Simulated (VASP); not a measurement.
# Ta4Al5N9 in VASP: notebook

The runs below take Ta4Al5N9 through single point, with PBE.

Program: VASP 6.6.1. These are calculated values, not measurements. Logs are shortened: lines on timing, memory, paths and dates and some standing lists are left out, and cuts for length are marked.

## (1) The structure

The cell holds a amorphous, 18 atoms: a = 5.705 Å, b = 6.301 Å, c = 5.766 Å, α = 87.31°, β = 90.43°, γ = 91.07°.

The cell was built by a generator and needn't be a form met in nature.

## (2) Single point, PBE

INCAR reads:

```
SYSTEM = Ta4Al5N9
PREC = Accurate ; ENCUT = 520
EDIFF = 1E-6 ; ISMEAR = -1
SIGMA = 0.05 ; LREAL = Auto
LASPH = .True. ; NELM = 100
ALGO = Normal ; ISIF = 2
LWAVE = .False. ; LCHARG = .False.
GGA = PE ; ISYM = 0
NBANDS = 67
```

KPOINTS reads:

```
Automatic mesh
0
Gamma
  1 1 1
  0.25 0.25 0.25
```

POSCAR reads:

```
Ta4Al5N9
1.0
    5.7043550000     -0.0555350000     -0.0206970000
   -0.0555350000      6.2992770000      0.1411560000
   -0.0206970000      0.1411560000      5.7643950000
Al N Ta
5 9 4
Direct
    0.2104880971      0.6489847337      0.7317708767
    0.3322553870      0.0184857005      0.4744201815
    0.6703490502      0.3266569652      0.7341673539
    0.0649089516      0.7733209769      0.1865643359
    0.5975128058      0.9400379085      0.0293837830
    0.6110236636      0.1988954369      0.4393985965
    0.7612657859      0.2215803397      0.0372917754
    0.4016439305      0.4332267858      0.8411032319
    0.6444621856      0.7003472957      0.2534330508
   -0.0139076977      0.8479882522      0.8721325521
    0.9351302726      0.4753170984      0.6303479430
    0.4783984466      0.8458291744      0.7323499777
    0.1419928529      0.4866241394      0.1698781761
    0.2869634002      0.0477734106      0.1438377797
    0.4927904520      0.4287254602      0.1899507430
    0.9655864613      0.2591904417      0.3825586999
    0.8133954215      0.8482816618      0.5747169996
    0.1153139660      0.2146701897      0.8707102251
```

Potentials or basis: VASP PAW PBE potentials, release 64 (Al, N, Ta_pv).

Launch:

```console
> cat potpaw_PBE.64/Al/POTCAR potpaw_PBE.64/N/POTCAR potpaw_PBE.64/Ta_pv/POTCAR > POTCAR
> mpirun -np 1 vasp_std > vasp.out
```

OUTCAR:

```text
SYSTEM = Ta4Al5N9
   PREC = Accurate
   ENCUT = 520
   EDIFF = 1E-6
   ISMEAR = -1
   LREAL = Auto
   LASPH = .True.
   NELM = 100
   ISIF = 2
   GGA = PE
   ISYM = 0

 ion  position               nearest neighbor table
   1  0.210  0.649  0.732-   8 1.84  12 1.95  11 2.00  10 2.01  17 2.74   2 2.78  18 2.86   4 2.90
                             4 3.31  15 3.34   3 3.35   5 3.36
   2  0.332  0.018  0.474-  14 1.92   6 1.94  12 1.99  16 2.64   4 2.75   1 2.78  18 2.94  17 3.01
                             5 3.05  15 3.12   3 3.13  17 3.18
   3  0.670  0.327  0.734-   8 1.81  11 1.85   7 1.91   6 1.94  16 2.70  18 2.75  15 2.93   5 2.93
                             2 3.13  17 3.31  18 3.32  15 3.33   1 3.35  17 3.46
   4  0.065  0.773  0.187-  13 1.87  10 1.90  14 2.13   9 2.46  17 2.73   2 2.75   1 2.90   5 3.00
                            18 3.26  15 3.30   1 3.31   5 3.32  16 3.37  16 3.42
   5  0.598  0.940  0.029-  12 1.95   9 1.96   7 1.99  14 2.03  10 2.49   3 2.93  17 2.99   4 3.00
                             2 3.05   4 3.32  15 3.32  15 3.35   1 3.36  18 3.37  17 3.40
   6  0.611  0.199  0.439-   3 1.94   2 1.94  16 2.08  15 2.11  17 2.60
   7  0.761  0.222  0.037-   3 1.91   5 1.99  15 2.24  18 2.24  16 2.32
   8  0.402  0.433  0.841-   3 1.81   1 1.84  15 2.07  18 2.12
   9  0.644  0.700  0.253-  15 1.95   5 1.96  17 2.31   4 2.46
  10  0.986  0.848  0.872-   4 1.90  17 1.97   1 2.01  18 2.41   5 2.49
  11  0.935  0.475  0.630-   3 1.85   1 2.00  16 2.03  18 2.35  17 2.47
  12  0.478  0.846  0.732-   1 1.95   5 1.95   2 1.99  17 2.12
  13  0.142  0.487  0.170-   4 1.87  15 2.04  16 2.09  18 2.49
  14  0.287  0.048  0.144-   2 1.92   5 2.03  18 2.10   4 2.13  15 2.68
  15  0.493  0.429  0.190-   9 1.95  13 2.04   8 2.07   6 2.11   7 2.24  14 2.68   3 2.93  16 3.10
                             2 3.12  18 3.15   4 3.30   5 3.32   3 3.33   1 3.34  16 3.35   5 3.35
  16  0.966  0.259  0.383-  11 2.03   6 2.08  13 2.09   7 2.32   2 2.64   3 2.70  17 2.89  18 2.94
                            15 3.10  18 3.11  15 3.35   4 3.37   4 3.42
  17  0.813  0.848  0.575-  10 1.97  12 2.12   9 2.31  11 2.47   6 2.60   4 2.73   1 2.74  16 2.89
                             5 2.99   2 3.01   2 3.18   3 3.31  18 3.37   5 3.40   3 3.46
  18  0.115  0.215  0.871-  14 2.10   8 2.12   7 2.24  11 2.35  10 2.41  13 2.49   3 2.75   1 2.86
                            16 2.94   2 2.94  16 3.11  15 3.15   4 3.26   3 3.32  17 3.37   5 3.37

IMPORTANT INFORMATION: All symmetrisations will be switched off!
NOSYMM: (Re-)initialisation of all symmetry stuff for point group C_1.

----------------------------------------------------------------------------------------

                                     Primitive cell

  volume of cell :     207.0000

  direct lattice vectors                    reciprocal lattice vectors
     5.704355000 -0.055535000 -0.020697000     0.175321724  0.001532387  0.000591966
    -0.055535000  6.299277000  0.141156000     0.001532387  0.158848928 -0.003884321
    -0.020697000  0.141156000  5.764395000     0.000591966 -0.003884321  0.173575986

  length of vectors
     5.704662871  6.301103068  5.766160169     0.175329420  0.158903801  0.173620452

  position of ions in fractional coordinates (direct lattice)
     0.210488097  0.648984734  0.731770877
     0.332255387  0.018485701  0.474420182
     0.670349050  0.326656965  0.734167354
     0.064908952  0.773320977  0.186564336
     0.597512806  0.940037909  0.029383783
     0.611023664  0.198895437  0.439398596
[... 10 lines left out ...]
     0.813395421  0.848281662  0.574717000
     0.115313966  0.214670190  0.870710225

  ion indices of the primitive-cell ions
   primitive index   ion index
                 1           1
                 2           2
                 3           3
                 4           4
                 5           5
                 6           6
[... 10 lines left out ...]
                17          17
                18          18

----------------------------------------------------------------------------------------

 KPOINTS: Automatic mesh

Automatic generation of k-mesh.
 Grid dimensions read from file:
 generate k-points for:    1    1    1

 Generating k-lattice:

  Cartesian coordinates                     Fractional coordinates (reciprocal lattice)
     0.175321724  0.001532387  0.000591966     1.000000000  0.000000000  0.000000000
     0.001532387  0.158848928 -0.003884321     0.000000000  1.000000000 -0.000000000
     0.000591966 -0.003884321  0.173575986     0.000000000 -0.000000000  1.000000000

  Length of vectors
     0.175329420  0.158903801  0.173620452

  Shift w.r.t. Gamma in fractional coordinates (k-lattice)
     0.250000000  0.250000000  0.250000000

 Subroutine IBZKPT returns following result:
 ===========================================

 Found      1 irreducible k-points:

 Following reciprocal coordinates:
            Coordinates               Weight
  0.250000  0.250000  0.250000      2.000000
   k-points           NKPTS =      1   k-points in BZ     NKDIM =      1   number of bands    NBANDS=     67
   number of dos      NEDOS =    301   number of ions     NIONS =     18
   total plane-waves  NPLWV =  96768
   dimension x,y,z NGX =    42 NGY =   48 NGZ =   48
   dimension x,y,z NGXF=    84 NGYF=   96 NGZF=   96
   ions per type =               5   9   4
   NGX,Y,Z   is equivalent  to a cutoff of  12.24, 12.66, 13.84 a.u.
   NGXF,Y,Z  is equivalent  to a cutoff of  24.48, 25.33, 27.68 a.u.
 SYSTEM =  Ta4Al5N9
   PREC   = accura    normal or accurate (medium, high low for compatibility)
   ISTART =      0    job   : 0-new  1-cont  2-samecut
   ICHARG =      2    charge: 1-file 2-atom 10-const
   ISPIN  =      1    spin polarized calculation?
   LNONCOLLINEAR =      F non collinear calculations
   LSORBIT =      F    spin-orbit coupling
   LASPH  =      T    aspherical Exc in radial PAW
   ENCUT  =  520.0 eV  38.22 Ry    6.18 a.u.  10.61 11.72 10.72*2*pi/ulx,y,z
   NELM   =    100;   NELMIN=  2; NELMDL= -5     # of ELM steps
   EDIFF  = 0.1E-05   stopping-criterion for ELM
   LREAL  =      T    real-space projection
   EDIFFG = 0.1E-04   stopping-criterion for IOM
   NSW    =      0    number of steps for IOM
   IBRION =     -1    ionic relax: 0-MD 1-quasi-New 2-CG
   NFREE  =      0    steps in history (QN), initial steepest desc. (CG)
   ISIF   =      2    stress and relaxation
   ISYM   =      0    0-nonsym 1-usesym 2-fastsym
   POTIM  = 0.5000    time-step for ionic-motion
   TEBEG  =    0.0;   TEEND  =   0.0 temperature during run
   PSTRESS=    0.0 pullay stress
   NELECT =     104.0000    total number of electrons
   NUPDOWN=      -1.0000    fix difference up-down
   EMIN   =  10.00;   EMAX   =-10.00  energy-range for DOS
   EFERMI =   0.00;   METHOD = LEGACY
   ISMEAR =    -1;   SIGMA  =   0.05  broadening in eV -4-tet -1-fermi 0-gaus
   EFERMI_NEDOS =   21; number of points for ismear=-14 and -15
   IALGO  =     38    algorithm
   IMIX   =      4    mixing-type and parameters
     AMIX     =   0.40;   BMIX     =  1.00
     AMIX_MAG =   1.60;   BMIX_MAG =  1.00
  volume/ion in A,a.u.               =      11.50        77.61
  Fermi-wavevector in a.u.,A,eV,Ry     =   1.301455  2.459393 23.045347  1.693785
  Thomas-Fermi vector in A             =   2.432588
   LORBIT       =      0    0 simple, 1 ext, 2 COOP (PROOUT), +10 PAW based schemes
   GGA     = PE    functional components
   LHFCALC =     F    Hartree Fock is set to
   AEXX    =    0.0000 exact exchange contribution
   IVDW    =     0    specifies the selected vdW correction
   LEPSILON=     F    determine dielectric tensor
   LRPA    =     F    only Hartree local field effects (RPA)
 non-spin polarized calculation
  energy-cutoff  :      520.00
  volume of cell :      207.00
 maximum number of plane-waves:      5572
 NGX is ok and might be reduce to    42
   NGX = 21   NGY = 23   NGZ = 21

 number of electron     104.0000005 magnetization

 Free energy of the ion-electron system (eV)
  ---------------------------------------------------
  ext. energy  EPLUGINS =         0.00000000
  ---------------------------------------------------
  free energy    TOTEN  =      -153.48304717 eV

  energy without entropy =     -153.48193187  energy(sigma->0) =     -153.48248952

 E-fermi :   7.6562     XC(G=0): -11.6219

 val. band max:        7.2909224017   @ k =   0.2500   0.2500   0.2500
 cond. band min:       8.0215361783   @ k =   0.2500   0.2500   0.2500
 fundamental gap:      0.7306137766
 Fermi energy:         7.6562158139

 k-point     1 :       0.2500    0.2500    0.2500
  band No.  band energies     occupation
      1     -28.4059      2.00000
      2     -28.3267      2.00000
      3     -28.2644      2.00000
      4     -28.1274      2.00000
      5     -28.0095      2.00000
      6     -27.9894      2.00000
[... 56 lines left out ...]
     63      10.7358      0.00000
     64      10.8705      0.00000
 [bands above 64 left out]

------------------------ aborting loop because EDIFF is reached ----------------------------------------

  FORCE on cell =-STRESS in cart. coord.  units (eV):
  Direction    XX          YY          ZZ          XY          YZ          ZX
  --------------------------------------------------------------------------------------
  -------------------------------------------------------------------------------------
  Total        1.6226817     -7.9625521      6.7842028     -3.2445497     -3.2624911     -9.4504473
  in kB       12.5595361    -61.6300524     52.5096435    -25.1127737    -25.2516398    -73.1463425
  external PRESSURE =       1.1463757 kB  Pullay stress =       0.0000000 kB

 VOLUME and BASIS-vectors are now :
 -----------------------------------------------------------------------------
  energy-cutoff  :      520.00
  volume of cell :      207.00
      direct lattice vectors                 reciprocal lattice vectors
     5.704355000 -0.055535000 -0.020697000     0.175321724  0.001532387  0.000591966
    -0.055535000  6.299277000  0.141156000     0.001532387  0.158848928 -0.003884321
    -0.020697000  0.141156000  5.764395000     0.000591966 -0.003884321  0.173575986

 POSITION                                       TOTAL-FORCE (eV/Angst)
 -----------------------------------------------------------------------------------
      1.14951      4.17974      4.30547        -0.048345      0.658381      0.030992
      1.88446      0.16496      2.73048         1.053937      0.057199      0.706986
      3.79057      2.12411      4.26427        -0.562619     -0.182269     -0.292460
      0.32346      4.89409      1.18325         0.320410      0.349348     -0.426838
      3.35561      5.89252      0.28971        -0.664580      0.112664      0.077797
      3.46536      1.28099      2.54830         0.034343     -0.406500      2.131765
[... 10 lines left out ...]
      4.58089      5.37951      3.41580        -1.012215      0.561304      0.240984
      0.62785      1.46877      5.04703        -1.070305     -0.901746      0.894601
 -----------------------------------------------------------------------------------
    total drift:                                0.004602     -0.000891      0.001736

  FREE ENERGIE OF THE ION-ELECTRON SYSTEM (eV)
  ---------------------------------------------------
  free  energy   TOTEN  =      -153.4830471689 eV

  energy  without entropy=     -153.4819318664  energy(sigma->0) =     -153.48248952
```

Run time: 43 s. Hardware: 1 thread of Intel Xeon Platinum 8259CL at 2.50GHz (Skylake/Cascade Lake), shared host; peak memory 0.3 GiB.

What came out:

```
Free energy            : -153.4830 eV
Pressure               : 0.1 GPa
Largest force          : 2.170 eV/Å
Band gap on the k mesh : 0.73 eV, direct
```

Forces on the atoms (eV/Å):
```
Al  -0.048  0.658  0.031
Al   1.054  0.057  0.707
Al  -0.563 -0.182 -0.292
Al   0.320  0.349 -0.427
Al  -0.665  0.113  0.078
N    0.034 -0.406  2.132
N    0.722 -0.164 -0.769
N    0.322 -1.019 -1.215
N    0.517  0.909  0.351
N    0.189  0.101 -0.193
N    1.123  0.636  0.701
N    0.194  1.165 -0.909
N    0.041 -0.417  0.285
N   -0.029 -0.267 -0.039
Ta  -0.223 -1.161 -0.089
Ta  -0.907 -0.031 -1.487
Ta  -1.012  0.561  0.241
Ta  -1.070 -0.902  0.895
```

Caveat: spin-orbit coupling is left out, which moves the levels of the heavy elements.

(Part 1 of 2 ends here.)
